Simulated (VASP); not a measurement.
Level of theory: PBEsol GGA, VASP's PBE PAW potentials (set 64) (plane waves; VASP).

Input for VASP

### INCAR
```
! general
SYSTEM  = Pd(100) slab
PREC    = Normal
ENCUT   = 400
LREAL   = .FALSE.
LASPH   = .TRUE.

! electronic loop
EDIFF   = 1E-5
NELM    = 100
NELMIN  = 4
ALGO    = Normal
LMAXMIX = 4

! smearing
ISMEAR  = 1
SIGMA   = 0.1

! functional
GGA     = PS

! ions
IBRION  = 2
NSW     = 50
ISIF    = 2
EDIFFG  = -0.03

! output
LWAVE   = .TRUE.
LCHARG  = .FALSE.

! other
LDIPOL  = .TRUE.
IDIPOL  = 3
DIPOL   = 0.5 0.5 0.5
```

KPOINTS:
```
K-points
0
gamma
 10 10 1
```

**POSCAR**
```
Pd(100) slab
1.0
  2.7396218003   0.0000000000   0.0000000000
  0.0000000000   2.7396218003   0.0000000000
  0.0000000000   0.0000000000  26.5631200736
Pd
6
Direct
  0.0000000000   0.5000000000   0.3176790000
  0.5000000000   0.0000000000   0.3906070000
  0.0000000000   0.5000000000   0.4635360000
  0.5000000000   0.0000000000   0.5364640000
  0.0000000000   0.5000000000   0.6093930000
  0.5000000000   0.0000000000   0.6823210000
```

POTCAR, in this order: Pd (PBE.64 set). Program: vasp_std.

What VASP printed:

File OUTCAR:
```
 ion  position               nearest neighbor table
   1  0.000  0.500  0.318-   2 2.74   2 2.74   2 2.74   2 2.74
   2  0.500  0.000  0.391-   1 2.74   1 2.74   1 2.74   1 2.74   3 2.74   3 2.74   3 2.74   3 2.74
  LATTYP: Found a simple tetragonal cell.
 ALAT       =     2.7396218003
 C/A-ratio  =     9.6959076872
 Subroutine PRICEL returns:
 Original cell was already a primitive cell.
 Subroutine GETGRP returns: Found 16 space group operations
The static configuration has the point symmetry D_2d.
 The point group associated with its full space group is D_4h.
The dynamic configuration has the point symmetry D_2d.
 Subroutine INISYM returns: Found 16 space group operations
 Subroutine IBZKPT returns following result:
 Found     21 irreducible k-points:

 Following reciprocal coordinates:
            Coordinates               Weight
  0.000000  0.000000  0.000000      1.000000
  0.100000  0.000000  0.000000      4.000000
  0.200000  0.000000  0.000000      4.000000
  0.300000  0.000000  0.000000      4.000000
  0.400000  0.000000  0.000000      4.000000
  0.500000  0.000000  0.000000      2.000000
  0.100000  0.100000  0.000000      4.000000
  0.200000  0.100000  0.000000      8.000000
  0.300000  0.100000  0.000000      8.000000
  0.400000  0.100000  0.000000      8.000000
  0.500000  0.100000  0.000000      4.000000
  0.200000  0.200000  0.000000      4.000000
  0.300000  0.200000  0.000000      8.000000
  0.400000  0.200000  0.000000      8.000000
  0.500000  0.200000  0.000000      4.000000
  0.300000  0.300000  0.000000      4.000000
  0.400000  0.300000  0.000000      8.000000
  0.500000  0.300000  0.000000      4.000000
  0.400000  0.400000  0.000000      4.000000
  0.500000  0.400000  0.000000      4.000000
  0.500000  0.500000  0.000000      1.000000
   k-points           NKPTS =     21   k-points in BZ     NKDIM =     21   number of bands    NBANDS=     36
...
```

OSZICAR:
```
...
DAV:   7    -0.354277061087E+02   -0.12902E+01   -0.74343E+00  1712   0.177E+01    0.108E+01
DAV:   8    -0.345508875668E+02    0.87682E+00   -0.10597E+01  1700   0.269E+01    0.774E+00
DAV:   9    -0.342411871218E+02    0.30970E+00   -0.13849E+00  1656   0.895E+00    0.452E+00
DAV:  10    -0.340534613510E+02    0.18773E+00   -0.62568E-01  1636   0.692E+00    0.265E+00
DAV:  11    -0.339873357599E+02    0.66126E-01   -0.23775E-01  1640   0.346E+00    0.660E-01
DAV:  12    -0.339875242240E+02   -0.18846E-03   -0.11702E-02  1528   0.898E-01    0.535E-01
DAV:  13    -0.339870533171E+02    0.47091E-03   -0.11846E-03  1852   0.240E-01    0.484E-01
DAV:  14    -0.339848875052E+02    0.21658E-02   -0.57459E-03  1632   0.546E-01    0.134E-01
DAV:  15    -0.339849015586E+02   -0.14053E-04   -0.52556E-04  1720   0.130E-01    0.125E-01
DAV:  16    -0.339849660572E+02   -0.64499E-04   -0.44358E-04  1592   0.176E-01    0.203E-02
DAV:  17    -0.339850673223E+02   -0.10127E-03   -0.54963E-05  1460   0.372E-02    0.200E-02
DAV:  18    -0.339851890836E+02   -0.12176E-03   -0.31872E-05  1240   0.283E-02    0.187E-02
DAV:  19    -0.339852477200E+02   -0.58636E-04   -0.20557E-05  1028   0.246E-02    0.552E-03
DAV:  20    -0.339852771884E+02   -0.29468E-04   -0.30784E-06   900   0.825E-03    0.705E-03
DAV:  21    -0.339853018523E+02   -0.24664E-04   -0.43906E-06   920   0.959E-03    0.228E-03
DAV:  22    -0.339853140723E+02   -0.12220E-04   -0.24124E-06   916   0.477E-03    0.283E-03
DAV:  23    -0.339853281628E+02   -0.14090E-04   -0.61161E-07   844   0.404E-03    0.146E-03
DAV:  24    -0.339853352520E+02   -0.70892E-05   -0.23604E-07   824   0.211E-03
   1 F= -.33985335E+02 E0= -.33986376E+02  d E =-.339853E+02
       N       E                     dE             d eps       ncg     rms          rms(c)
DAV:   1    -0.339868450022E+02   -0.15168E-02   -0.91392E-01  1512   0.426E+00    0.182E-01
DAV:   2    -0.339911633652E+02   -0.43184E-02   -0.27151E-02  1572   0.112E+00    0.619E-01
DAV:   3    -0.339879844661E+02    0.31789E-02   -0.12661E-02  1596   0.897E-01    0.120E-01
DAV:   4    -0.339881634734E+02   -0.17901E-03   -0.36836E-03  1632   0.469E-01    0.226E-01
DAV:   5    -0.339878544046E+02    0.30907E-03   -0.79102E-04  1596   0.234E-01    0.924E-02
DAV:   6    -0.339878287559E+02    0.25649E-04   -0.40379E-04  1644   0.127E-01    0.331E-02
DAV:   7    -0.339878181390E+02    0.10617E-04   -0.65894E-05  1364   0.740E-02    0.979E-03
DAV:   8    -0.339878173814E+02    0.75760E-06   -0.47886E-06   756   0.143E-02
   2 F= -.33987817E+02 E0= -.33988860E+02  d E =-.248213E-02
       N       E                     dE             d eps       ncg     rms          rms(c)
DAV:   1    -0.339874499644E+02    0.36817E-03   -0.13889E+00  1512   0.526E+00    0.228E-01
DAV:   2    -0.339939242994E+02   -0.64743E-02   -0.40925E-02  1572   0.138E+00    0.755E-01
DAV:   3    -0.339891982905E+02    0.47260E-02   -0.19012E-02  1600   0.111E+00    0.152E-01
DAV:   4    -0.339894948399E+02   -0.29655E-03   -0.59789E-03  1632   0.594E-01    0.288E-01
DAV:   5    -0.339889920075E+02    0.50283E-03   -0.12520E-03  1600   0.294E-01    0.118E-01
DAV:   6    -0.339889444788E+02    0.47529E-04   -0.64537E-04  1648   0.161E-01    0.408E-02
DAV:   7    -0.339889284486E+02    0.16030E-04   -0.10241E-04  1568   0.914E-02    0.121E-02
DAV:   8    -0.339889271731E+02    0.12755E-05   -0.65203E-06   776   0.171E-02
   3 F= -.33988927E+02 E0= -.33989974E+02  d E =-.359192E-02
       N       E                     dE             d eps       ncg     rms          rms(c)
DAV:   1    -0.339891826646E+02   -0.25422E-03   -0.27375E-01  1512   0.238E+00    0.696E-02
DAV:   2    -0.339899060767E+02   -0.72341E-03   -0.53495E-03  1588   0.495E-01    0.205E-01
DAV:   3    -0.339895685555E+02    0.33752E-03   -0.27961E-03  1576   0.409E-01    0.105E-01
DAV:   4    -0.339895044606E+02    0.64095E-04   -0.49358E-04  1624   0.162E-01    0.543E-02
DAV:   5    -0.339894828990E+02    0.21562E-04   -0.46397E-05  1000   0.593E-02    0.302E-02
DAV:   6    -0.339894797560E+02    0.31430E-05   -0.87937E-05  1520   0.566E-02
   4 F= -.33989480E+02 E0= -.33990510E+02  d E =-.552583E-03
       N       E                     dE             d eps       ncg     rms          rms(c)
DAV:   1    -0.339885571841E+02    0.92571E-03   -0.11563E+00  1512   0.489E+00    0.151E-01
DAV:   2    -0.339918969603E+02   -0.33398E-02   -0.24076E-02  1588   0.105E+00    0.453E-01
DAV:   3    -0.339902220750E+02    0.16749E-02   -0.13016E-02  1576   0.900E-01    0.222E-01
DAV:   4    -0.339899428782E+02    0.27920E-03   -0.22496E-03  1632   0.345E-01    0.120E-01
DAV:   5    -0.339898363721E+02    0.10651E-03   -0.24320E-04  1604   0.135E-01    0.633E-02
DAV:   6    -0.339898101749E+02    0.26197E-04   -0.30380E-04  1584   0.109E-01    0.257E-02
DAV:   7    -0.339898059478E+02    0.42271E-05   -0.44037E-05   980   0.620E-02
   5 F= -.33989806E+02 E0= -.33990807E+02  d E =-.878775E-03
       N       E                     dE             d eps       ncg     rms          rms(c)
DAV:   1    -0.339899560637E+02   -0.14589E-03   -0.11025E-01  1512   0.151E+00    0.488E-02
DAV:   2    -0.339904618453E+02   -0.50578E-03   -0.31521E-03  1572   0.384E-01    0.202E-01
DAV:   3    -0.339901005558E+02    0.36129E-03   -0.21251E-03  1588   0.349E-01    0.605E-02
DAV:   4    -0.339900895825E+02    0.10973E-04   -0.12383E-04  1576   0.826E-02    0.378E-02
DAV:   5    -0.339900805904E+02    0.89921E-05   -0.30116E-05   816   0.511E-02
   6 F= -.33990081E+02 E0= -.33991041E+02  d E =-.274643E-03
       N       E                     dE             d eps       ncg     rms          rms(c)
DAV:   1    -0.339896478210E+02    0.44176E-03   -0.99426E-01  1512   0.452E+00    0.129E-01
DAV:   2    -0.339926841333E+02   -0.30363E-02   -0.21165E-02  1580   0.962E-01    0.452E-01
DAV:   3    -0.339909484968E+02    0.17356E-02   -0.11489E-02  1576   0.825E-01    0.171E-01
DAV:   4    -0.339908243133E+02    0.12418E-03   -0.73560E-04  1612   0.196E-01    0.106E-01
DAV:   5    -0.339907547002E+02    0.69613E-04   -0.30659E-04  1612   0.157E-01    0.780E-02
DAV:   6    -0.339907257578E+02    0.28942E-04   -0.42140E-04  1564   0.124E-01    0.370E-02
DAV:   7    -0.339907177737E+02    0.79841E-05   -0.49676E-05   864   0.584E-02
   7 F= -.33990718E+02 E0= -.33991611E+02  d E =-.911826E-03
       N       E                     dE             d eps       ncg     rms          rms(c)
DAV:   1    -0.339868887940E+02    0.38370E-02   -0.39762E+00  1512   0.904E+00    0.279E-01
DAV:   2    -0.340029087327E+02   -0.16020E-01   -0.10745E-01  1576   0.217E+00    0.111E+00
DAV:   3    -0.339921029220E+02    0.10806E-01   -0.65697E-02  1584   0.193E+00    0.344E-01
DAV:   4    -0.339916488896E+02    0.45403E-03   -0.35691E-03  1632   0.430E-01    0.216E-01
DAV:   5    -0.339913303241E+02    0.31857E-03   -0.12171E-03  1616   0.313E-01    0.151E-01
DAV:   6    -0.339911854101E+02    0.14491E-03   -0.15840E-03  1596   0.238E-01    0.739E-02
DAV:   7    -0.339911556755E+02    0.29735E-04   -0.20164E-04  1560   0.114E-01    0.211E-02
DAV:   8    -0.339911516823E+02    0.39932E-05   -0.18971E-05   836   0.286E-02
   8 F= -.33991152E+02 E0= -.33991872E+02  d E =-.134573E-02
       N       E                     dE             d eps       ncg     rms          rms(c)
DAV:   1    -0.339912245767E+02   -0.68901E-04   -0.11890E-01  1512   0.158E+00    0.487E-02
DAV:   2    -0.339914279596E+02   -0.20338E-03   -0.18536E-03  1576   0.284E-01    0.829E-02
DAV:   3    -0.339914143873E+02    0.13572E-04   -0.83798E-04  1584   0.226E-01    0.879E-02
DAV:   4    -0.339913653984E+02    0.48989E-04   -0.40933E-04  1588   0.138E-01    0.480E-02
DAV:   5    -0.339913503254E+02    0.15073E-04   -0.32457E-05   784   0.450E-02    0.232E-02
DAV:   6    -0.339913483186E+02    0.20068E-05   -0.49686E-05  1144   0.435E-02
   9 F= -.33991348E+02 E0= -.33992081E+02  d E =-.196636E-03
```

### OUTCAR
```
------------------------ aborting loop because EDIFF is reached ----------------------------------------
  FORCE on cell =-STRESS in cart. coord.  units (eV):
  Direction    XX          YY          ZZ          XY          YZ          ZX
  --------------------------------------------------------------------------------------
  Total       -2.3213237     -2.3213237     -0.2180653      0.0000000      0.0000000      0.0000000
  in kB      -18.6546012    -18.6546012     -1.7524143      0.0000000      0.0000000      0.0000000
  external PRESSURE =     -13.0205389 kB  Pullay stress =       0.0000000 kB
  volume of cell :      199.37
      direct lattice vectors                 reciprocal lattice vectors
     2.739621800  0.000000000  0.000000000     0.365013886  0.000000000  0.000000000
     0.000000000  2.739621800  0.000000000     0.000000000  0.365013886  0.000000000
     0.000000000  0.000000000 26.563120074     0.000000000  0.000000000  0.037646180
 POSITION                                       TOTAL-FORCE (eV/Angst)
 -----------------------------------------------------------------------------------
      0.00000      1.36981      8.48766         0.000000      0.000000     -0.012751
      1.36981      0.00000     10.39341        -0.000000      0.000000     -0.001717
      0.00000      1.36981     12.31559         0.000000     -0.000000      0.011144
      1.36981      0.00000     14.24753         0.000000      0.000000     -0.011144
      0.00000      1.36981     16.16971         0.000000      0.000000      0.001717
      1.36981      0.00000     18.07546        -0.000000      0.000000      0.012751
 -----------------------------------------------------------------------------------
    total drift:                                0.000000      0.000000      0.000000
  FREE ENERGIE OF THE ION-ELECTRON SYSTEM (eV)
  ---------------------------------------------------
  free  energy   TOTEN  =       -33.9913483186 eV

  energy  without entropy=      -33.9935474615  energy(sigma->0) =      -33.99208137

 reached required accuracy - stopping structural energy minimisation
```
(Selected blocks of OUTCAR.)

File CONTCAR:
```
Pd(100) slab
   1.00000000000000
     2.7396218003000001    0.0000000000000000    0.0000000000000000
     0.0000000000000000    2.7396218003000001    0.0000000000000000
     0.0000000000000000    0.0000000000000000   26.5631200736000004
  Pd
     6
Direct
     0.0000000000000000    0.5000000000000000    0.3195278086784016
     0.5000000000000000    0.0000000000000000    0.3912723284159908
     0.0000000000000000    0.5000000000000000    0.4636348338991415
     0.5000000000000000    0.0000000000000000    0.5363651661008586
     0.0000000000000000    0.5000000000000000    0.6087276715840091
     0.5000000000000000    0.0000000000000000    0.6804721913215983
```

The cell is a thin slab with vacuum, built from Pd (fcc): (100) face.
